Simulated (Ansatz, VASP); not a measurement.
**Cross-check of Cu (Copper) between VASP and Ansatz**

One calculation is typed for both programs; each brings its own data sets and cutoff. How far apart do they land?

Main program and level: Ansatz 0.2.0; plane waves, with VASP 6.6.1 beside it; relaxation of cell and atoms at PBE.

**1. Set-up**

The structure is cubic, space group Fm-3m (No. 225). The conventional cell has a = 3.613 Å, b = 3.613 Å, c = 3.613 Å, α = 90.00°, β = 90.00°, γ = 90.00°. Nearest to Cu lie 12 Cu at 2.55 Å.

**2. Ansatz: relaxation of cell and atoms, PBE**

Ansatz runs on its default PAW (the set named soft_2) files.

The relaxed volume is the usual yardstick between codes: its relative difference is about their pressure difference at one cell divided by the bulk modulus.

Contents of input.yaml:

```yaml
crystal:
  lattice:
    - [0.0, 1.8065, 1.8065]
    - [1.8065, 0.0, 1.8065]
    - [1.8065, 1.8065, 0.0]
  atoms:
    - { symbol: Cu, position: [0.0, 0.0, 0.0] }
hamiltonian:
  xc: pbe
  pseudopotentials: { kind: paw }
kpoints:
  mp_grid: { grid: [11, 11, 11] }
scf:
  occupations: { method: fermi_dirac, width: 0.05 }
relax:
  f_tol: 0.01
  max_steps: 60
  cell: { stress_tol: 0.05 }
output:
  forces: true
  stress: true
```

Started as:

```sh
> ansatz run input.yaml --threads 4 --pin off --max-ram 9216MiB --backend cpu --events-out ev --progress --plain --runs-dir out
```

Numbers of over 12 decimals in the logs are rounded to 6 here.

Output:

```text
Engine: ansatz 0.2.0, x86_64-unknown-linux-gnu
Pseudopotentials: kind: paw
Pseudopotential: Cu, paw, valence charge 19, recommended cutoff 420 eV (normal), Cu.paw.azcp
Functional definition: PBE
  parameter kappa = 0.804
  parameter beta = 0.066725
  exchange = pbe_x(kappa = kappa, mu = beta*pi^2/3)
  correlation = pbe_c(beta = beta)
Crystal: 1 atoms, lattice volume = 11.791 Å³
Basis set: ecut = 420 eV, 259 PW (Γ), exchange–correlation on 36×36×36 points (8 copies of the dense FFT grid, shifted against one another)
Bands: 14, of which v1, the nominal top of the filled ones, is band 10 counted from 1 (9 counted from 0)
Symmetry: 48 space group operations
Space group: Fm-3m (ITA 225), of the structure as read, at distance tolerance 2.3e-5 Å
k-points: 56 of 1331
Non-local potential: Cu, projectors of the file, l = 0: 3, l = 1: 2, l = 2: 3, l = 3: 1
PAW form: soft (Blöchl's): semilocal exchange-correlation on the pseudo side does not see the compensation charge
PAW one-centre angular grid: Cu, 590 points (default); XC on 64 Gauss nodes
Initial density: superposition of atomic densities (neutral atoms: chi_scale 0, normalization atom), corrected by the library's trained network
Initial wavefunctions: pseudopotential atomic-orbital guess
Functional: x = pbe(κ = 0.804, μ = 0.219515), c = pbe(β = 0.066725)
SCF iter   1: F=—  HF=-6625.179303 eV  |F-HF|=—  |Δ(HF+E_count)|=         —  Δρ=6.98e-4  dr2=1.03e-5  ethr=1.77e-3  ⟨swp⟩=5.7  Hψ=3955  notcnv=0
preconditioner: auto → none  [insulator: Δε(μ)=0.219 eV  Ē_g=17.061 eV  σ=0.050 eV  W_gap=0.79  n_scr=0 (ndim 8)  ℏωp=35.9 eV  f_vac=0.000  D(μ)=0.16/eV (n_scr^D=0)  ε∞_Penn≈5.4]
SCF iter   2: F=—  HF=-6625.179433 eV  |F-HF|=—  |Δ(HF+E_count)|=   1.30e-4  Δρ=3.85e-4  dr2=4.15e-6  ethr=5.44e-8  ⟨swp⟩=3.1  Hψ=2089  notcnv=0
SCF iter   3: F=—  HF=-6625.179445 eV  |F-HF|=—  |Δ(HF+E_count)|=   1.25e-5  Δρ=1.44e-4  dr2=5.55e-7  ethr=2.18e-8  ⟨swp⟩=2.0  Hψ=1081  notcnv=0
iter 4 did not close the SCF: its close was put off for the readings that it lacked (scf_convergence_deferred on its scf_iter line)
SCF iter   4: F=-6625.179447 eV  HF=-6625.179447 eV  |F-HF|=1.35e-8  |Δ(HF+E_count)|=   1.74e-6  Δρ=1.46e-5  dr2=4.68e-9  ethr=2.92e-9  ⟨swp⟩=2.0  Hψ=1046  notcnv=0
iter 5 did not close the SCF: its close was put off for the readings that it lacked (scf_convergence_deferred on its scf_iter line)
SCF iter   5: F=-6625.179447 eV  HF=-6625.179447 eV  |F-HF|=1.04e-9  |Δ(HF+E_count)|=   1.97e-8  Δρ=1.82e-6  dr2=1.03e-10  ethr=2.46e-11  ⟨swp⟩=2.1  Hψ=1137  notcnv=0
SCF iter   6: F=-6625.179447 eV  HF=-6625.179447 eV  |F-HF|=3.64e-12  |Δ(HF+E_count)|=  4.46e-11  Δρ=8.80e-8  dr2=7.22e-13  ethr=1.00e-12  ⟨swp⟩=1.1  Hψ=2359  notcnv=0
SCF 1 converged in 6 iterations: F = -6625.179447 eV  dr2 = 7.22e-13
  greatest PAW one-centre occupation: 1.000 electrons in one spin orbital (limit 2), on the Cu atom at site 0 (counted from 0), in its partial waves of l = 0
relax step   1: F+E_penalty+E_count = -6625.17944698 eV  Δ(F+E_penalty+E_count) = +0.000e0 eV  max|allowed force component| = 0.000e0 eV/Å  Δτ_max = 0.0000 Å  P = +1.762 GPa  Ω = 11.791 Å³  (6 SCF iters, dr2 threshold 1.00e-7 eV, accepted)
[...]
relax step   2: F+E_penalty+E_count = -6625.17997376 eV  Δ(F+E_penalty+E_count) = -5.268e-4 eV  max|allowed force component| = 0.000e0 eV/Å  Δτ_max = 0.0000 Å  P = +0.875 GPa  Ω = 11.862 Å³  energy of the carried Pulay correction = -5.604e-5 eV  (6 SCF iters, dr2 threshold 1.00e-7 eV, accepted)
[...]
relax step   3: F+E_penalty+E_count = -6625.18011503 eV  Δ(F+E_penalty+E_count) = -1.413e-4 eV  max|allowed force component| = 0.000e0 eV/Å  Δτ_max = 0.0000 Å  P = +0.021 GPa  Ω = 11.933 Å³  energy of the carried Pulay correction = -1.116e-4 eV  (6 SCF iters, dr2 threshold 1.00e-7 eV, accepted)
[...]
relax step   4: F+E_penalty+E_count = -6625.18022143 eV  Δ(F+E_penalty+E_count) = -1.064e-4 eV  max|allowed force component| = 0.000e0 eV/Å  Δτ_max = 0.0000 Å  P = +0.006 GPa  Ω = 11.933 Å³  stress off target by 6.07e-3 GPa  SCF on the basis re-selected at this cell (its energy is not comparable with the rows above)  (9 SCF iters)
basis re-selected at this cell: Δ(F+E_penalty+E_count) = -1.064e-4 eV, ΔP = -0.015 GPa vs the last step (what re-selecting the basis moved, of the pressure what is left beyond the Pulay correction that the steps carried, after the strain that the cell walked since its last selection, with what the two solves' SCF thresholds leave and, on support functions, any second-order correction that the steps lacked; it is no measure of the basis error at this ecutwfc). This SCF's stress stands 6.07e-3 GPa from its target on what of the cell is left free (relax.cell.stress_tol is 5.00e-2 GPa) and its largest allowed force component is 0.00e0 eV/Å (relax.f_tol is 1.00e-2 eV/Å): [rest of the remark cut]
SCF converged after 9 iterations
Free energy (F): -6625.180221 eV
Harris-Foulkes:  -6625.180221 eV  (|F-HF|=1.82e-12)
Internal energy: -6625.178721 eV  (E = F + TS)
E sigma→0 (E₀):  -6625.179471 eV
Entropy (-TS):   -0.001500 eV (-1.500 meV/atom)
Fermi energy:    16.631656 eV
--- Per-component energies (eV) ---
  E_band       = -363.103857
  E_kinetic    = 299.800889
  E_local      = -4069.150462  (includes V_loc(G=0)·N_el)
  E_nonlocal   = 389.836188
  E_hartree    = 1791.902649
  E_xc         = -89.501208
  E_vxc        = -115.495723  (∫ρ·V_xc dr)
  E_paw        = -1662.907734  (= ΣΔE_a)
  E_vpaw       = -451.900372  (= ΣTr[D̂ρ^β])
  E_aug_tail   = 0.000325  (compensation charges beyond the density's cutoff)
  E_ewald      = -3285.159367
  E_smearing   = -0.001500  (= −TS)
  E_closure    = -0.000000  (closes the sum)
  Σ components = -6625.180221   (vs F -6625.180221, Δ=0.00e0)
--- Forces (eV/Å), atoms counted from 1 ---
  atom   1  Cu    -0.00000000     0.00000000     0.00000000
  max |Σ_I F_I| component: 5.34e-32 eV/Å
--- Stress (GPa, compression-positive) ---
        0.006070       0.000000       0.000000
        0.000000       0.006070       0.000000
        0.000000       0.000000       0.006070
  P = ⅓ Tr σ = 0.0061 GPa (0.061 kbar)
--- Relaxed structure (3 steps of the walk, 3 accepted, 1 SCFs on fresh bases) ---
  F+E_penalty+E_count = -6625.18022143 eV   max|allowed force component| = 0.000e0 eV/Å   (the final SCF, on the basis selected at the relaxed cell)
  cell:  # Å, volume = 11.9326 Å³
    - [0, 1.813714, 1.813714]
    - [1.813714, 0, 1.813714]
    - [1.813714, 1.813714, 0]
  atoms:
    - { symbol: Cu, position: [0.0, 0.0, 0.0] }
```

Run time: 1.3 s. Hardware: 4 threads of Intel Xeon Platinum 8223CL at 3.00GHz (Skylake/Cascade Lake), shared host; peak memory 0.34 GiB.

**3. VASP: relaxation of cell and atoms, PBE**

The same cell, functional, mesh and smearing now go to VASP, with its own data sets and cutoff.

Lines of VASP's logs that name or quote its potential files are left out, and so is its time.

Contents of INCAR:

```
SYSTEM = Cu
PREC = Accurate
ENCUT = 520
EDIFF = 1E-06
NELM = 100
ISMEAR = -1
SIGMA = 0.05
LREAL = .FALSE.
ALGO = Normal
GGA = PE
NBANDS = 11
LASPH = .TRUE.
LORBIT = 11
LWAVE = .FALSE.
LCHARG = .FALSE.
KPAR = 2
IBRION = 2
NSW = 60
ISIF = 3
EDIFFG = -0.01
```

Contents of POSCAR:

```
Cu
1.0
    0.0000000000      1.8065000000      1.8065000000
    1.8065000000      0.0000000000      1.8065000000
    1.8065000000      1.8065000000      0.0000000000
Cu
1
Direct
    0.0000000000      0.0000000000      0.0000000000
```

Contents of KPOINTS:

```
Automatic mesh
0
Gamma
11 11 11
0 0 0
```

Potentials, in the order of the species: Cu (PBE family, release 64).

Started as:

```sh
> mpirun -np 2 vasp_std
```

Output:

```text
[banner, memory and clock lines left out]
running    2 mpi-ranks, on    1 nodes
 distrk:  each k-point on    1 cores,    2 groups
 distr:  one band on    1 cores,    1 groups

 POSCAR found type information on POSCAR Cu
 POSCAR found :  1 types and       1 ions
 LDA part: xc-table for (Slater+PW92), standard interpolation
 POSCAR, INCAR and KPOINTS ok, starting setup
 FFT: planning ... GRIDC
 FFT: planning ... GRID_SOFT
 FFT: planning ... GRID
 WAVECAR not read
 entering main loop
       N       E                     dE             d eps       ncg     rms          rms(c)
DAV:   1     0.385586786354E+02    0.38559E+02   -0.54411E+03  1344   0.165E+03
DAV:   2    -0.360039761761E+01   -0.42159E+02   -0.39507E+02  1247   0.196E+02
DAV:   3    -0.463100232278E+01   -0.10306E+01   -0.10254E+01  1371   0.372E+01
DAV:   4    -0.463799077012E+01   -0.69884E-02   -0.69873E-02  1422   0.278E+00
DAV:   5    -0.463805860839E+01   -0.67838E-04   -0.67838E-04  1403   0.272E-01    0.770E+00
DAV:   6    -0.411095117966E+01    0.52711E+00   -0.15222E+01  1436   0.788E+01    0.391E+00
DAV:   7    -0.374455198086E+01    0.36640E+00   -0.23876E+00  1427   0.311E+01    0.574E-01
DAV:   8    -0.373378535734E+01    0.10767E-01   -0.52287E-03  1343   0.115E+00    0.310E-01
DAV:   9    -0.373208571644E+01    0.16996E-02   -0.10838E-02  1465   0.194E+00    0.285E-02
DAV:  10    -0.373208899363E+01   -0.32772E-05   -0.37575E-05  1806   0.102E-01    0.896E-03
DAV:  11    -0.373208781241E+01    0.11812E-05   -0.10612E-06   936   0.202E-02    0.286E-04
DAV:  12    -0.373208788441E+01   -0.72005E-07   -0.59009E-08   691   0.312E-03
   1 F= -.37320879E+01 E0= -.37314072E+01  d E =-.373209E+01
 curvature:   0.00 expect dE= 0.000E+00 dE for cont linesearch  0.000E+00
 trial: gam= 0.00000 g(F)=  0.267E-61 g(S)=  0.409E-02 ort = 0.000E+00 (trialstep = 0.100E+01)
 search vector abs. value=  0.409E-02
 bond charge predicted
       N       E                     dE             d eps       ncg     rms          rms(c)
DAV:   1    -0.387106390407E+01   -0.13898E+00   -0.24135E+00  1436   0.358E+01    0.302E+00
DAV:   2    -0.377654511796E+01    0.94519E-01   -0.18020E+00  1400   0.261E+01    0.118E+00
DAV:   3    -0.373692917227E+01    0.39616E-01   -0.29301E-01  1403   0.109E+01    0.460E-01
DAV:   4    -0.373297717186E+01    0.39520E-02   -0.81414E-03  1710   0.117E+00    0.525E-02
DAV:   5    -0.373294697965E+01    0.30192E-04   -0.24728E-04  1469   0.308E-01    0.145E-02
DAV:   6    -0.373294640218E+01    0.57747E-06   -0.64372E-06  1047   0.401E-02
   2 F= -.37329464E+01 E0= -.37322355E+01  d E =-.858518E-03
 trial-energy change:   -0.000859  1 .order   -0.000865   -0.004093    0.002364
 step:   0.6339(harm=  0.6339)  dis= 0.00000  next Energy=    -3.733385 (dE=-0.130E-02)
 bond charge predicted
       N       E                     dE             d eps       ncg     rms          rms(c)
DAV:   1    -0.375235760417E+01   -0.19411E-01   -0.32012E-01  1433   0.126E+01    0.115E+00
DAV:   2    -0.374036131139E+01    0.11996E-01   -0.27667E-01  1403   0.103E+01    0.483E-01
DAV:   3    -0.373384580588E+01    0.65155E-02   -0.44623E-02  1400   0.424E+00    0.157E-01
DAV:   4    -0.373336204406E+01    0.48376E-03   -0.51665E-04  1462   0.222E-01    0.299E-03
DAV:   5    -0.373336139588E+01    0.64818E-06   -0.83740E-06  1567   0.473E-02
   3 F= -.37333614E+01 E0= -.37326641E+01  d E =-.127351E-02
 curvature:  -0.32 expect dE=-0.796E-06 dE for cont linesearch -0.796E-06
 trial: gam= 0.00000 g(F)=  0.364E-61 g(S)=  0.251E-05 ort =-0.101E-03 (trialstep = 0.927E+00)
 search vector abs. value=  0.251E-05
 reached required accuracy - stopping structural energy minimisation
```

OUTCAR, selected parts (step 3):

```text
ion  position               nearest neighbor table
   1  0.000  0.000  0.000-

  LATTYP: Found a face centered cubic cell.
 ALAT       =     3.6130000000

 Subroutine GETGRP returns: Found 48 space group operations
 (whereof 48 operations were pure point group operations)

The static configuration has the point symmetry O_h .

 Found     56 irreducible k-points:

   k-points           NKPTS =     56   k-points in BZ     NKDIM =     56   number of bands    NBANDS=     11

   dimension x,y,z NGX =    20 NGY =   20 NGZ =   20
   dimension x,y,z NGXF=    40 NGYF=   40 NGZF=   40

   ENCUT  =  520.0 eV  38.22 Ry    6.18 a.u.   4.75  4.75  4.75*2*pi/ulx,y,z

   NELECT =      11.0000    total number of electrons

 k-points in reciprocal lattice and weights: Automatic mesh
   0.00000000  0.00000000  0.00000000       0.001
   0.09090909  0.00000000  0.00000000       0.006
   0.18181818  0.00000000  0.00000000       0.006
   0.27272727  0.00000000  0.00000000       0.006
   0.36363636  0.00000000  0.00000000       0.006
   0.45454545  0.00000000  0.00000000       0.006
   0.09090909  0.09090909  0.00000000       0.005
   0.18181818  0.09090909  0.00000000       0.018
   0.27272727  0.09090909  0.00000000       0.018
[...]
-0.36363636  0.45454545  0.18181818       0.018
  -0.27272727  0.45454545  0.18181818       0.018

 average (electrostatic) potential at core
       1 -63.8468

 E-fermi :   7.5113

 k-point     1 :       0.0000    0.0000    0.0000
  band No.  band energies     occupation
    ...
      2       4.4237      2.00000
      3       4.4237      2.00000
      4       4.4237      2.00000
      5       5.2278      2.00000
      6       5.2278      2.00000
      7      29.9003      0.00000
      8      32.4379      0.00000
      9      32.4379      0.00000
     10      32.4379      0.00000
     11      34.9179      0.00000

 k-point     2 :       0.0909    0.0000    0.0000
  band No.  band energies     occupation
    ...
      2       4.3637      2.00000
      3       4.4767      2.00000
      4       4.4767      2.00000
      5       5.2085      2.00000
      6       5.2085      2.00000
      7      27.7846      0.00000
      8      30.6672      0.00000
      9      31.6531      0.00000
     10      31.6531      0.00000
     11      36.1148      0.00000

 k-point     3 :       0.1818    0.0000    0.0000
  band No.  band energies     occupation
    ...
      2       4.2317      2.00000
      3       4.5710      2.00000
      4       4.5710      2.00000
      5       5.2110      2.00000
      6       5.2110      2.00000
      7      23.1416      0.00000
      8      30.2258      0.00000
      9      30.6138      0.00000
     10      30.6138      0.00000
     11      36.7571      0.00000

  Total       -0.0041645     -0.0041645     -0.0041645      0.0000000     -0.0000000      0.0000000
  in kB       -0.5572487     -0.5572487     -0.5572487      0.0000000     -0.0000000      0.0000000
  external PRESSURE =      -0.5572487 kB  Pullay stress =       0.0000000 kB

  energy-cutoff  :      520.00
  volume of cell :       11.97
      direct lattice vectors                 reciprocal lattice vectors
    -0.000000000  1.815790847  1.815790847    -0.275362111  0.275362111  0.275362111
     1.815790847  0.000000000  1.815790847     0.275362111 -0.275362111  0.275362111
     1.815790847  1.815790847  0.000000000     0.275362111  0.275362111 -0.275362111

 POSITION                                       TOTAL-FORCE (eV/Angst)
 -----------------------------------------------------------------------------------
      0.00000      0.00000      0.00000         0.000000      0.000000      0.000000
 -----------------------------------------------------------------------------------
    total drift:                               -0.000000     -0.000000     -0.000000

  FREE ENERGIE OF THE ION-ELECTRON SYSTEM (eV)
  ---------------------------------------------------
  free  energy   TOTEN  =        -3.7333613959 eV

  energy  without entropy=       -3.7319668225  energy(sigma->0) =       -3.73266411

 reached required accuracy - stopping structural energy minimisation

 total charge
# of ion       s       p       d       tot
------------------------------------------
    1        0.441   0.374   9.171   9.987

[... 3 further parts left out ...]
```

CONTCAR:

```
Cu
   1.00000000000000
    -0.0000000000000000    1.8157908469381130    1.8157908469381130
     1.8157908469381130    0.0000000000000000    1.8157908469381130
     1.8157908469381130    1.8157908469381130    0.0000000000000000
  Cu
     1
Direct
     0.0000000000000000    0.0000000000000000    0.0000000000000000
```

This run has no spin polarisation. Its electron count is odd, so without a moment it is a metal by construction. The run keeps the 48 symmetry operations of its start, so it cannot find a distortion of lower symmetry.

**4. Differences**

Known differences besides the potentials themselves: both relaxations stop at a tolerance, which leaves soft axes loose, and VASP keeps its plane-wave basis; the data sets hold 19 valence electrons in Ansatz (default PAW (the set named soft_2) files) and 11 in VASP; the cutoff is 420 eV in Ansatz and 520 eV in VASP; Ansatz adds a Pulay correction to the stress that steers its cell, VASP none. Total energies have different zeros and are not compared.

Compared:

| quantity | Ansatz | VASP | difference |
| --- | --- | --- | --- |
| volume (Å³) | 11.93 | 11.97 | -0.34 % |
| edge a after relaxation, in the typed setting (Å) | 2.565 | 2.568 | -0.11 % |

The walks stopped with 0.01 GPa left in Ansatz and -0.06 GPa in VASP; each walk ends within a tolerance, so the volume difference is uncertain by about these residues over the bulk modulus, most in soft cells.

**5. What came out**

* difference in volume (relaxation of cell and atoms, PBE): -0.34 %

The difference in volume is -0.34 % (relaxation of cell and atoms, PBE), within the 1.2 % picked in this series as the mark of a large difference, as far as the stopping tolerances let one tell. Such differences can come from data sets, numerical settings and the points named under the comparisons, not from the functional's error against experiment.

[Lines on the potential files, build, host, timing and source positions are cut from VASP's logs without a mark.]

[Logs are printed without paths, hosts, clocks, repeated set-up lines and the standing remarks that a program may print on its own settings, such as how far it seeks lower states.]

[Hosts, paths, dates, database ids (printed as entryN), source tags and the programs' standing remarks are cut or masked in the printed files.]
